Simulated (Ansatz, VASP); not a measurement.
# CdSe: VASP beside Ansatz

Aim: how closely do two programs agree when they are given the same cell, functional and k mesh? Valence electrons are named where the data sets of a main pair hold unlike numbers.

Program: Ansatz 0.2.0. Level of theory: plane waves, with VASP 6.6.1 beside it; band structure at HSE06. Results are calculated unless marked as measured.

### 1. Set-up

Symmetry: F-43m, No. 216, cubic system. Conventional cell: a = 6.141 Å, b = 6.141 Å, c = 6.141 Å, α = 90.00°, β = 90.00°, γ = 90.00°. Nearest to Cd lie 4 Se at 2.66 Å. Nearest to Se lie 4 Cd at 2.66 Å. Farther neighbours and most contacts between anions are not listed.

### 2. Ansatz: band structure, HSE06

Ansatz runs on its default PAW (the set named soft_2) files.

The same path points are solved in both programs, so levels can be compared one by one.

input.yaml reads:

```yaml
crystal:
  lattice:
    - [0.0, 3.0702711986, 3.0702711986]
    - [3.0702711986, 0.0, 3.0702711986]
    - [3.0702711986, 3.0702711986, 0.0]
  atoms:
    - { symbol: Cd, position: [0.0, 0.0, 0.0] }
    - { symbol: Se, position: [0.75, 0.75, 0.75] }
hamiltonian:
  xc: { exchange: pbe, correlation: pbe, exx: { coeff: 0.25, omega: 0.2 } }
  pseudopotentials: { kind: paw }
kpoints:
  mp_grid: { grid: [4, 4, 4] }
  band_path:
    path:
      - [0.0, 0.0, 0.0]
      - [0.5, 0.0, 0.5]
      - [0.5, 0.2, 0.7]
      - [0.4, 0.35, 0.75]
      - [0.15, 0.15, 0.3]
      - [0.2, 0.2, 0.2]
      - [0.55, 0.4, 0.55]
      - [0.6, 0.25, 0.65]
      - [0.5, 0.25, 0.75]
      - [0.5, 0.5, 0.5]
      - [0.375, 0.375, 0.75]
      - [0.5, 0.0, 0.5]
    npoints: 1
scf:
  occupations: { method: gaussian, width: 0.02 }
  n_extra_bands: 7
output:
  forces: true
  stress: true
  eigenvalues: true
```

On the command line:

```sh
$ ansatz run input.yaml --threads 4 --pin off --max-ram 9216MiB --backend cpu --events-out ev --progress --plain --runs-dir out
```

Numbers of over 12 decimals in the logs are rounded to 6 here.

What it wrote:

```text
Warning: output.stress: scf.convergence.dr2_threshold = 1e-7 eV (the SCF's general default) is looser than the 2e-10 eV advised for a printed stress (1e-10 eV for each atom of the cell: 2). What an SCF threshold leaves in a stress goes as its square root, and in the free energy as the threshold itself, and one threshold admits the most on a small cell: [figures from the program's tests cut] Set scf.convergence.dr2_threshold to 2e-10 eV or tighter. The threshold is an SCF's pass mark: one that does not reach it within its budget of iterations ends unconverged, or closes short of it on a stop that the run arms, and scf.convergence.dr2_threshold's page says what that costs each kind of run
Warning: output.stress: scf.exx.energy_threshold = 1e-6 eV is looser than the 2e-8 eV advised for a stress under a hybrid functional (1e-8 eV for each atom of the cell: 2). Every SCF of the exchange loop can meet its threshold on dr2 while the loop round them stops early: no threshold on dr2 bounds what that leaves in the stress. Set scf.exx.energy_threshold to 2e-8 eV or tighter. The threshold is the loop's pass mark: a loop that does not reach it within its budget of cycles ends unconverged, and scf.exx.energy_threshold's page has the law
scf.n_extra_bands = 7 over 18 filled bands (N_el = 36.0): the run solves 25 bands
Engine: ansatz 0.2.0, aarch64-unknown-linux-gnu
Pseudopotentials: kind: paw
Pseudopotential: Cd, paw, valence charge 20, recommended cutoff 420 eV (normal), Cd.paw.azcp
Pseudopotential: Se, paw, valence charge 16, recommended cutoff 420 eV (normal), Se.paw.azcp
Functional definition: unnamed
  parameter a_1 = 0.25
  parameter omega_1 = 0.2/angstrom
  exchange = pbe_x + (-a_1)*pbe_x_sr(omega_1) + a_1*exact_x_sr(omega_1)
  correlation = pbe_c
Crystal: 2 atoms, lattice volume = 57.884 Å³
Basis set: ecut = 420 eV, 1139 PW (Γ), exchange–correlation on 60×60×60 points (8 copies of the dense FFT grid, shifted against one another)
Bands: 25, of which v1, the nominal top of the filled ones, is band 18 counted from 1 (17 counted from 0)
Symmetry: 24 space group operations
Space group: F-43m (ITA 216), of the structure as read, at distance tolerance 3.9e-5 Å
k-points: 8 of 64 (time reversal used)
Non-local potential: Cd, projectors of the file, l = 0: 3, l = 1: 2, l = 2: 2, l = 3: 1
Non-local potential: Se, projectors of the file, l = 0: 2, l = 1: 2, l = 2: 3, l = 3: 1
PAW form: soft (Blöchl's): semilocal exchange-correlation on the pseudo side does not see the compensation charge
PAW frozen core: Cd, regenerated for the run's functional, and the local potential with it (the file was generated under x = pbe(κ = 0.804, μ = 0.219515), c = pbe(β = 0.066725))
PAW frozen core: Se, regenerated for the run's functional, and the local potential with it (the file was generated under x = pbe(κ = 0.804, μ = 0.219515), c = pbe(β = 0.066725))
PAW one-centre angular grid: Cd, 590 points (default); XC on 64 Gauss nodes
PAW one-centre angular grid: Se, 590 points (default); XC on 64 Gauss nodes
Initial density: superposition of atomic densities (neutral atoms: chi_scale 0, normalization atom), corrected by the library's trained network
Initial wavefunctions: pseudopotential atomic-orbital guess
Functional: x = pbe(κ = 0.804, μ = 0.219515), c = pbe(β = 0.066725), warm-up for x = pbe(κ = 0.804, μ = 0.219515) + 0.25 (exact − pbe) at short range (hse, ω = 0.2 Å⁻¹), c = pbe(β = 0.066725)
SCF iter   1: F=—  HF=-13724.742390 eV  |F-HF|=—  |Δ(HF+E_count)|=         —  Δρ=8.39e-4  dr2=3.00e-4  ethr=1.77e-3  ⟨swp⟩=11.4  Hψ=896  notcnv=0
preconditioner: auto → none  [insulator: Δε(μ)=0.534 eV  Ē_g=14.349 eV  σ=0.020 eV  W_gap=1.00  n_scr=14 (ndim 8)  ℏωp=20.7 eV  f_vac=0.215  D(μ)=0.00/eV (n_scr^D=0)]
iter 2 solved again at ethr=4.24e-8 eV; its pass at ethr=8.33e-7 eV (dr2=1.53e-5 eV) is discarded
SCF iter   2: F=-13724.742500 eV  HF=-13724.742461 eV  |F-HF|=3.95e-5  |Δ(HF+E_count)|=   7.09e-5  Δρ=2.01e-4  dr2=1.53e-5  ethr=4.24e-8  ⟨swp⟩=2.5  Hψ=1035  notcnv=0  defer=5
SCF 1 stopped early in 2 iterations: F = -13724.742500 eV  dr2 = 1.53e-5
  greatest PAW one-centre occupation: 1.000 electrons in one spin orbital (limit 2), on the Cd atom at site 0 (counted from 0), in its partial waves of l = 0
Initial density: handed on by an earlier stage of this run
Initial wavefunctions: those handed on with the density
Functional: x = pbe(κ = 0.804, μ = 0.219515) + 0.25 (exact − pbe) at short range (hse, ω = 0.2 Å⁻¹), c = pbe(β = 0.066725)
Exchange kernel: α = 0.2500, screened, ω = 0.2000 Å⁻¹, Wigner–Seitz truncation, v(0) = 1115.2062 eV·Å³, q-mesh 4×4×4, nearest image of the exchange supercell L = 17.37 Å, pair-density grid 18×18×18, without the augmentation charges, whose exchange is taken in its separable form by FFT convolution over the k-point mesh (sized by the pseudopotential files, 24×24×24 at the most), smooth part of the exact exchange by density-matrix convolution
Frozen-core exchange: fock
SCF iter   1: F=—  HF=-13730.106955 eV  |F-HF|=—  |Δ(HF+E_count)|=         —  Δρ=6.31e-3  dr2=1.89e-2  ethr=4.24e-7  ⟨swp⟩=8.5  Hψ=939  notcnv=0
preconditioner: auto → none  [insulator: Δε(μ)=1.466 eV  Ē_g=16.402 eV  σ=0.020 eV  W_gap=1.00  n_scr=14 (ndim 8)  ℏωp=20.7 eV  f_vac=0.215  D(μ)=0.00/eV (n_scr^D=0)]
SCF iter   2: F=—  HF=-13730.097971 eV  |F-HF|=—  |Δ(HF+E_count)|=   8.98e-3  Δρ=2.39e-3  dr2=1.94e-3  ethr=4.24e-7  ⟨swp⟩=4.1  Hψ=671  notcnv=0
SCF iter   3: F=—  HF=-13730.106237 eV  |F-HF|=—  |Δ(HF+E_count)|=   8.27e-3  Δρ=1.55e-3  dr2=8.23e-4  ethr=4.24e-7  ⟨swp⟩=4.2  Hψ=657  notcnv=0
SCF iter   4: F=—  HF=-13730.106106 eV  |F-HF|=—  |Δ(HF+E_count)|=   1.31e-4  Δρ=5.25e-4  dr2=1.06e-4  ethr=4.24e-7  ⟨swp⟩=3.0  Hψ=463  notcnv=0
SCF iter   5: F=—  HF=-13730.106102 eV  |F-HF|=—  |Δ(HF+E_count)|=   3.91e-6  Δρ=3.03e-5  dr2=2.01e-5  ethr=2.06e-7  ⟨swp⟩=2.0  Hψ=344  notcnv=0
SCF iter   6: F=—  HF=-13730.106241 eV  |F-HF|=—  |Δ(HF+E_count)|=   1.38e-4  Δρ=1.37e-4  dr2=1.03e-5  ethr=2.00e-9  ⟨swp⟩=4.5  Hψ=679  notcnv=0  defer=2
SCF iter   7: F=-13730.106237 eV  HF=-13730.106237 eV  |F-HF|=1.27e-7  |Δ(HF+E_count)|=   3.44e-6  Δρ=1.74e-5  dr2=6.70e-7  ethr=2.00e-9  ⟨swp⟩=4.1  Hψ=501  notcnv=0
SCF 2 stopped early in 7 iterations: F = -13730.106237 eV  dr2 = 6.70e-7
  greatest PAW one-centre occupation: 1.001 electrons in one spin orbital (limit 2), on the Cd atom at site 0 (counted from 0), in its partial waves of l = 1
hybrid outer 1: dexx = +9.528e-3 eV, tail = 6.03e-5 eV
Exchange kernel: α = 0.2500, screened, ω = 0.2000 Å⁻¹, Wigner–Seitz truncation, v(0) = 1115.2062 eV·Å³, q-mesh 4×4×4, nearest image of the exchange supercell L = 17.37 Å, pair-density grid 18×18×18, without the augmentation charges, whose exchange is taken in its separable form by FFT convolution over the k-point mesh (sized by the pseudopotential files, 24×24×24 at the most), smooth part of the exact exchange by density-matrix convolution
Frozen-core exchange: fock
SCF iter   1: F=—  HF=-13730.106460 eV  |F-HF|=—  |Δ(HF+E_count)|=         —  Δρ=5.02e-5  dr2=4.80e-7  ethr=8.38e-7  ⟨swp⟩=6.0  Hψ=438  notcnv=0
preconditioner: auto → none  [insulator: Δε(μ)=1.510 eV  Ē_g=16.336 eV  σ=0.020 eV  W_gap=1.00  n_scr=14 (ndim 8)  ℏωp=20.7 eV  f_vac=0.216  D(μ)=0.00/eV (n_scr^D=0)]
SCF iter   2: F=—  HF=-13730.106460 eV  |F-HF|=—  |Δ(HF+E_count)|=   2.09e-7  Δρ=1.40e-5  dr2=5.96e-8  ethr=1.23e-9  ⟨swp⟩=4.0  Hψ=564  notcnv=0
SCF iter   3: F=—  HF=-13730.106460 eV  |F-HF|=—  |Δ(HF+E_count)|=   2.08e-7  Δρ=2.41e-6  dr2=1.82e-9  ethr=7.57e-11  ⟨swp⟩=4.6  Hψ=536  notcnv=0  defer=3
SCF iter   4: F=-13730.106460 eV  HF=-13730.106460 eV  |F-HF|=3.35e-10  |Δ(HF+E_count)|=   9.22e-9  Δρ=6.18e-7  dr2=1.39e-10  ethr=4.72e-12  ⟨swp⟩=4.4  Hψ=507  notcnv=0  defer=1
SCF 3 converged in 4 iterations: F = -13730.106460 eV  dr2 = 1.39e-10
  Residual-converged pass: ⟨swp⟩=2.0  Hψ=260  notcnv=0  max |occ|·‖R‖ = 2.3e-6 eV (tolerance 2.4e-6 eV)  dr2=1.39e-10  dr2_onsite=6.09e-10  max |Δocc| = 0.0e0
hybrid outer 2: dexx = +3.815e-7 eV, tail = 2.83e-8 eV, Δε = 2.82e-3 eV (about 9.59e-5 eV left of the loop's levels)
NSCF: frozen V_eff on 12 k-points
hybrid SCF converged: 2 outer / 11 inner (+2 warm-up), last move |dexx| = 3.82e-7 eV, tail = 2.83e-8 eV
Stability not checked: this state was not tested for a lower state beside it, because the functional holds exact exchange (a hybrid, or Hartree-Fock), whose exchange loop this test does not read (fock_operator; see scf.lower_state_search)
Free energy (F): -13730.106460 eV
Frozen-core exchange: fock
Harris-Foulkes:  -13730.106460 eV  (|F-HF|=3.35e-10)
Internal energy: -13730.106460 eV  (E = F + TS)
E sigma→0 (E₀):  -13730.106460 eV
Fermi energy:    7.253111 eV
--- Per-component energies (eV) ---
  E_band       = -1007.083480
  E_kinetic    = 623.720074
  E_local      = -6446.810353  (includes V_loc(G=0)·N_el)
  E_nonlocal   = -561.993003
  E_hartree    = 3065.066309
  E_xc         = -224.210157
  E_vxc        = -253.510989  (∫ρ·V_xc dr)
  E_exx        = -157.154820  (= α·E_x^exact, valence–valence)
  E_paw        = -5898.764332  (= ΣΔE_a)
  E_vpaw       = -184.312821  (= ΣTr[D̂ρ^β])
  E_aug_tail   = -0.000613  (compensation charges beyond the density's cutoff)
  E_ewald      = -4128.286353
  E_core_change = -1.673213  (= ΣΔE_core)
  E_smearing   = -0.000000  (= −TS)
  E_closure    = 0.000000  (closes the sum)
  Σ components = -13730.106460   (vs F -13730.106460, Δ=-1.82e-12)
--- Forces (eV/Å), atoms counted from 1 ---
  atom   1  Cd    -0.00000000     0.00000000    -0.00000000
  atom   2  Se     0.00000000    -0.00000000     0.00000000
  max |Σ_I F_I| component: 8.33e-17 eV/Å
--- Stress (GPa, compression-positive) ---
        0.232283      -0.000000      -0.000000
       -0.000000       0.232283       0.000000
       -0.000000       0.000000       0.232283
  P = ⅓ Tr σ = 0.2323 GPa (2.323 kbar)
--- Band table (eV; the first three rows and the last of 8) ---
  k-point 0: bands = [... 14 lower, -2.2694, 6.4977, 6.4977, 6.4977, 8.0082, 13.4836, 13.4836, 13.4836, ... 3 higher]
  k-point 1: bands = [... 14 lower, -2.2679, 3.8016, 6.0930, 6.0930, 9.7238, 13.4531, 14.0126, 14.0126, ... 3 higher]
  k-point 2: bands = [... 14 lower, -1.9517, 1.9969, 5.7396, 5.7396, 9.8534, 13.9710, 13.9710, 14.9171, ... 3 higher]
  k-point 7: bands = [... 14 lower, -1.7557, 2.4315, 4.1990, 4.2875, 12.6023, 12.6190, 14.0278, 15.0489, ... 3 higher]
```

It took 19 s on 4 threads of Arm Neoverse V2, shared host; peak memory 0.85 GiB.

### 3. VASP: band structure, HSE06

The same cell, functional, mesh and smearing now go to VASP, with its own data sets.

Lines of VASP's logs that name or quote its potential files are left out, and so is its time.

The run reads the wave functions of an earlier VASP run, which isn't shown here.

INCAR reads:

```
SYSTEM = CdSe
PREC = Accurate
ENCUT = 400
EDIFF = 1E-06
NELM = 100
ISMEAR = 0
SIGMA = 0.02
LREAL = .FALSE.
ALGO = Normal
LHFCALC = .TRUE.
AEXX = 0.25
GGA = PE
HFSCREEN = 0.2
LASPH = .TRUE.
NBANDS = 15
PRECFOCK = Fast
LORBIT = 11
LWAVE = .FALSE.
LCHARG = .FALSE.
KPAR = 4
```

POSCAR reads:

```
CdSe
1.0
    0.0000000000      3.0702711986      3.0702711986
    3.0702711986      0.0000000000      3.0702711986
    3.0702711986      3.0702711986      0.0000000000
Cd Se
1 1
Direct
    0.0000000000      0.0000000000      0.0000000000
    0.7500000000      0.7500000000      0.7500000000
```

KPOINTS reads:

```
Automatic mesh
0
Gamma
4 4 4
0 0 0
```

KPOINTS_OPT reads:

```
Line mode
6
Line-mode
Reciprocal
  0.00000000   0.00000000   0.00000000 GAMMA
  0.50000000   0.00000000   0.50000000 X

  0.50000000   0.00000000   0.50000000 X
  0.50000000   0.25000000   0.75000000 W

  0.50000000   0.25000000   0.75000000 W
  0.37500000   0.37500000   0.75000000 K

  0.37500000   0.37500000   0.75000000 K
  0.00000000   0.00000000   0.00000000 GAMMA

  0.00000000   0.00000000   0.00000000 GAMMA
  0.50000000   0.50000000   0.50000000 L

  0.50000000   0.50000000   0.50000000 L
  0.62500000   0.25000000   0.62500000 U

  0.62500000   0.25000000   0.62500000 U
  0.50000000   0.25000000   0.75000000 W

  0.50000000   0.25000000   0.75000000 W
  0.50000000   0.50000000   0.50000000 L

  0.50000000   0.50000000   0.50000000 L
  0.37500000   0.37500000   0.75000000 K

  0.62500000   0.25000000   0.62500000 U
  0.50000000   0.00000000   0.50000000 X
```

The projector-augmented-wave data sets are Cd and Se (PBE family, release 64).

On the command line:

```sh
$ mpirun -np 4 vasp_std
```

What it wrote:

```text
[banner, memory and clock lines left out]
running    4 mpi-ranks, on    1 nodes
 distrk:  each k-point on    1 cores,    4 groups
 distr:  one band on    1 cores,    1 groups

 POSCAR found type information on POSCAR CdSe
 POSCAR found :  2 types and       2 ions
 LDA part: xc-table for (Slater+PW92), standard interpolation
 found WAVECAR, reading the header
 POSCAR, INCAR and KPOINTS ok, starting setup
 FFT: planning ... GRIDC
 FFT: planning ... GRID_SOFT
 FFT: planning ... GRID
 reading WAVECAR
 the WAVECAR file was read successfully
 initial charge from wavefunction
 entering main loop
       N       E                     dE             d eps       ncg     rms          rms(c)
DAV:   1    -0.682703825042E+01   -0.68270E+01   -0.44322E-01   240   0.632E+00    0.203E+00
DAV:   2    -0.683094256142E+01   -0.39043E-02   -0.34855E-02   261   0.230E+00    0.127E+00
DAV:   3    -0.682943693424E+01    0.15056E-02   -0.28380E-03   282   0.643E-01    0.770E-01
DAV:   4    -0.682906703017E+01    0.36990E-03   -0.38954E-04   268   0.196E-01    0.457E-01
DAV:   5    -0.682897362544E+01    0.93405E-04   -0.79490E-05   240   0.748E-02    0.266E-01
DAV:   6    -0.682894439459E+01    0.29231E-04   -0.14077E-05   261   0.329E-02    0.154E-01
DAV:   7    -0.682893405162E+01    0.10343E-04   -0.34994E-06   254   0.161E-02    0.883E-02
DAV:   8    -0.682893044716E+01    0.36045E-05   -0.16519E-06   254   0.100E-02    0.503E-02
DAV:   9    -0.682892956277E+01    0.88439E-06   -0.61836E-07   190   0.602E-03
   1 F= -.68289296E+01 E0= -.68289296E+01  d E =-.119402E-24
 Start KPOINTS_OPT (optional k-point list driver)
k-point batch [1-8\60]
       N       E                     dE             ncg
DAV:   1     0.171559971492E+02   -0.27740E+04      240
DAV:   2    -0.932336054362E+03   -0.94949E+03      275
DAV:   3    -0.980176222151E+03   -0.47840E+02      282
DAV:   4    -0.980707746678E+03   -0.53152E+00      324
DAV:   5    -0.980709961967E+03   -0.22153E-02      296
DAV:   6    -0.980709976942E+03   -0.14975E-04      303
DAV:   7    -0.980709977118E+03   -0.17609E-06      225
[...]
k-point batch [57-60\60]
       N       E                     dE             ncg
DAV:   1     0.208815969825E+04   -0.20234E+04      120
DAV:   2     0.161940855536E+04   -0.46875E+03      141
DAV:   3     0.159613720930E+04   -0.23271E+02      141
DAV:   4     0.159589968990E+04   -0.23752E+00      162
DAV:   5     0.159589848221E+04   -0.12077E-02      155
DAV:   6     0.159589847560E+04   -0.66070E-05      148
DAV:   7     0.159589847554E+04   -0.64937E-07      116
```

[end of part 1 of 2]

[Lines on the potential files, build, host, timing and source positions are cut from VASP's logs without a mark.]

[Logs are printed without paths, hosts, clocks, repeated set-up lines and the standing remarks that a program may print on its own settings, such as how far it seeks lower states.]

[Hosts, paths, dates, database ids (printed as entryN), source tags and the programs' standing remarks are cut or masked in the printed files.]
